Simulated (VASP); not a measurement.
Data:

```
TiC
1.0
    0.00000     2.19924     2.18089
    2.21626     0.00000     2.18089
    2.21626     2.19924     0.00000
Ti C
1 1
Direct
  0.00000   0.00000   0.00000
  0.47803   0.52197   0.52197
```

Calculation: PBE GGA, VASP's PBE PAW potentials (set 64) (plane waves; VASP). Numerical set-up: 520 eV cut-off, 7×7×7 Monkhorst-Pack mesh, first-order Methfessel-Paxton smearing of 0.10 eV, potentials Ti_sv C.

Question: Which forces act on the atoms, in eV/Å?

Answer: 
```csv
atom,Fx,Fy,Fz
Ti1,0.616,0.000,0.000
C2,-0.616,0.000,0.000
```

Question: Give the stress tensor in GPa (positive for a compressed cell).

Answer: 
```
-10.56    0.00    0.00
  0.00   -9.40    0.00
  0.00    0.00   -7.04
```
The pressure is its mean diagonal, -9.00 GPa.

The compound is TiC in the rock salt structure. The cell was not relaxed at this level, atoms are displaced from their ideal sites. The k-mesh is coarse (spacing up to 0.35 per Å, 2π included), so the numbers may not be converged in it. The run is one of a series of settings (KPOINTS 7×7×7 Monkhorst-Pack mesh against the base run), some of them coarse on purpose.
